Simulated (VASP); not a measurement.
**Quasiparticle energies of BP in VASP**

How does the gap of BP change from the starting functional to GW? The cell is of the zinc-blende type, one of the forms listed for this formula. The start is a cell from a database of measured crystal structures.

Program: VASP 6.6.1. Level of theory: PBE; plane waves and PAW (P_GW, B_GW), in the first sound run; inputs show where later runs differ. Results are calculated unless marked as measured.

## Step 1: Starting point

Symmetry: F-43m, No. 216, cubic system. Conventional cell: a = 4.538 Å, b = 4.538 Å, c = 4.538 Å, α = 90.00°, β = 90.00°, γ = 90.00°. Nearest to P lie 4 B at 1.97 Å. B has 4 P at 1.97 Å nearest. Farther neighbours are not listed.

## Step 2: Empty bands, functional PBE

The next step needs empty bands that the ground-state run didn't converge, so the Hamiltonian is diagonalised exactly for NBANDS bands, in a single step. LOPTICS writes the k-derivatives of the orbitals (WAVEDER), which give the long-wavelength limit of the screening.

INCAR

```
SYSTEM = BP
PREC = Accurate
ENCUT = 340
ISMEAR = 0
SIGMA = 0.01
LREAL = .FALSE.
GGA = PE
NBANDS = 152
ALGO = Exact
NELM = 1
LWAVE = .TRUE.
LCHARG = .FALSE.
LOPTICS = .TRUE.
NEDOS = 1000
CSHIFT = 0.1
```

POSCAR

```
BP
1.0
    0.0000000000      2.2690000000      2.2690000000
    2.2690000000      0.0000000000      2.2690000000
    2.2690000000      2.2690000000      0.0000000000
P B
1 1
Direct
    0.7500000000      0.7500000000      0.7500000000
    0.0000000000      0.0000000000      0.0000000000
```

KPOINTS

```
Automatic mesh
0
Gamma
6 6 6
0 0 0
```

PAW data sets: P_GW and B_GW (PBE family, release 64).

Started as:

```bash
> mpirun -np 8 vasp_std
```

Output:

```text
[banner, memory and clock lines left out]
running    8 mpi-ranks, on    1 nodes
 distrk:  each k-point on    8 cores,    1 groups
 distr:  one band on    1 cores,    8 groups

 POSCAR found type information on POSCAR P B
 POSCAR found :  2 types and       2 ions
|                                                                             |
|           W    W    AA    RRRRR   N    N  II  N    N   GGGG   !!!           |
|           W    W   A  A   R    R  NN   N  II  NN   N  G    G  !!!           |
|           W    W  A    A  R    R  N N  N  II  N N  N  G       !!!           |
|           W WW W  AAAAAA  RRRRR   N  N N  II  N  N N  G  GGG   !            |
|           WW  WW  A    A  R   R   N   NN  II  N   NN  G    G                |
|           W    W  A    A  R    R  N    N  II  N    N   GGGG   !!!           |
|                                                                             |
|     For optimal performance we recommend to set                             |
|       NCORE = 2 up to number-of-cores-per-socket                            |
|     NCORE specifies how many cores store one orbital (NPAR=cpu/NCORE).      |
|     This setting can greatly improve the performance of VASP for DFT.       |
|     The default, NCORE=1 might be grossly inefficient on modern             |
|     multi-core architectures or massively parallel machines. Do your        |
|     Unfortunately you need to use the default for GW and RPA                |
|     calculations (for HF NCORE is supported but not extensively tested      |
|     yet).                                                                   |
|                                                                             |

 LDA part: xc-table for (Slater+PW92), standard interpolation
 found WAVECAR, reading the header
  number of bands has changed, file:    10 present:   152
  trying to continue reading WAVECAR, but it might fail
 POSCAR, INCAR and KPOINTS ok, starting setup
 FFT: planning ... GRIDC
 FFT: planning ... GRID_SOFT
 FFT: planning ... GRID
 reading WAVECAR
 random initialization beyond band           10
 the WAVECAR file was read successfully
 initial charge from wavefunction
 entering main loop
       N       E                     dE             d eps       ncg     rms          rms(c)
DIA:   1    -0.128864938520E+02   -0.12886E+02    0.00000E+00     0   0.000E+00
   1 F= -.12886494E+02 E0= -.12886494E+02  d E =-.645785E-80
 writing wavefunctions
 optical routines
 imaginary and real dielectric function
 recalculating local potential from charge density
 direction            1
 direction            2
 direction            3
```

Wall time 1.4 s (8 MPI ranks of Intel Xeon 6975P-C (Granite Rapids), shared host); peak memory 0.85 GiB; 6.4 s of CPU time.

The logs omit lines about the potential files and the build; timing stands in the text.

From OUTCAR (step 2):

```text
ion  position               nearest neighbor table
   1  0.750  0.750  0.750-   2 1.97   2 1.97   2 1.97   2 1.97
   2  0.000  0.000  0.000-   1 1.97   1 1.97   1 1.97   1 1.97

  LATTYP: Found a face centered cubic cell.
 ALAT       =     4.5380000000

 Subroutine GETGRP returns: Found 24 space group operations
 (whereof 24 operations were pure point group operations)

The static configuration has the point symmetry T_d .

 Found     16 irreducible k-points:

   k-points           NKPTS =     16   k-points in BZ     NKDIM =     16   number of bands    NBANDS=    152

   dimension x,y,z NGX =    20 NGY =   20 NGZ =   20
   dimension x,y,z NGXF=    40 NGYF=   40 NGZF=   40

   ENCUT  =  340.0 eV  24.99 Ry    5.00 a.u.   4.82  4.82  4.82*2*pi/ulx,y,z

   NELECT =       8.0000    total number of electrons

 k-points in reciprocal lattice and weights: Automatic mesh
   0.00000000  0.00000000  0.00000000       0.005
   0.16666667  0.00000000  0.00000000       0.037
   0.33333333  0.00000000  0.00000000       0.037
   0.50000000  0.00000000  0.00000000       0.019
   0.16666667  0.16666667  0.00000000       0.028
   0.33333333  0.16666667  0.00000000       0.111
   0.50000000  0.16666667  0.00000000       0.111
  -0.33333333  0.16666667  0.00000000       0.111
  -0.16666667  0.16666667  0.00000000       0.056
[...]
-0.33333333  0.33333333  0.16666667       0.111
  -0.33333333  0.50000000  0.16666667       0.056

 average (electrostatic) potential at core
       1 -72.7025       2 -25.0906

 E-fermi :   7.2719

 k-point     1 :       0.0000    0.0000    0.0000
  band No.  band energies     occupation
      1      -8.3243      2.00000
      2       7.1395      2.00000
      3       7.1395      2.00000
      4       7.1395      2.00000
      5      10.5408      0.00000
      6      10.5408      0.00000
      7      10.5408      0.00000
      8      14.5124      0.00000
      9      18.6606      0.00000
    ...

 k-point     2 :       0.1667    0.0000    0.0000
  band No.  band energies     occupation
      1      -7.8264      2.00000
      2       4.3046      2.00000
      3       6.4757      2.00000
      4       6.4757      2.00000
      5      11.1567      0.00000
      6      11.4438      0.00000
      7      11.4438      0.00000
      8      15.8049      0.00000
      9      18.0116      0.00000
    ...

 k-point     3 :       0.3333    0.0000    0.0000
  band No.  band energies     occupation
      1      -6.4090      2.00000
      2       0.4080      2.00000
      3       5.6732      2.00000
      4       5.6732      2.00000
      5      11.0303      0.00000
      6      11.9922      0.00000
      7      11.9922      0.00000
      8      17.2556      0.00000
      9      18.9582      0.00000
    ...

  Total        0.0919372      0.0919372      0.0919372     -0.0000000     -0.0000000     -0.0000000
  in kB        6.3047584      6.3047584      6.3047584     -0.0000000     -0.0000000     -0.0000000
  external PRESSURE =       6.3047584 kB  Pullay stress =       0.0000000 kB

  energy-cutoff  :      340.00
  volume of cell :       23.36
      direct lattice vectors                 reciprocal lattice vectors
     0.000000000  2.269000000  2.269000000    -0.220361393  0.220361393  0.220361393
     2.269000000  0.000000000  2.269000000     0.220361393 -0.220361393  0.220361393
     2.269000000  2.269000000  0.000000000     0.220361393  0.220361393 -0.220361393

 POSITION                                       TOTAL-FORCE (eV/Angst)
 -----------------------------------------------------------------------------------
      3.40350      3.40350      3.40350        -0.000000     -0.000000     -0.000000
      0.00000      0.00000      0.00000         0.000000      0.000000      0.000000
 -----------------------------------------------------------------------------------
    total drift:                                0.000000      0.000000      0.000000

  FREE ENERGIE OF THE ION-ELECTRON SYSTEM (eV)
  ---------------------------------------------------
  free  energy   TOTEN  =       -12.8864938520 eV

  energy  without entropy=      -12.8864938520  energy(sigma->0) =      -12.88649385

 plasma frequency squared (from intraband transitions) (eV^2)
  --------------------------------------------------------------------------------------
       0.000       0.000      -0.000
       0.000       0.000       0.000
      -0.000       0.000       0.000

[... 3 further parts left out ...]
```

The gap is read on the k-mesh alone, so it is an upper bound where the band edges lie off the mesh.

A gap read on the k-mesh alone can miss the band edges.

Numbers from this step:

```yaml
gap_on_the_k_mesh: 1.332 eV
least_direct_gap_on_the_k_mesh: 3.401 eV
```

WAVECAR now holds 152 bands for 8 electrons. Its independent-particle dielectric tensor has xx, yy, zz = 10.7, 10.7, 10.7 on this mesh, which isn't tested for convergence in mesh or bands and lacks local fields.

(Continued in part 2 of 8.)

[Lines on the potential files, build, host, timing and source positions are cut from VASP's logs without a mark.]

[Logs are printed without paths, hosts, clocks, repeated set-up lines and the standing remarks that a program may print on its own settings, such as how far it seeks lower states.]

[Hosts, paths, dates, database ids (printed as entryN), source tags and the programs' standing remarks are cut or masked in the printed files.]

[Pressures printed for these runs are not shown converged in the cutoff: they can be off by several GPa and have the wrong sign.]
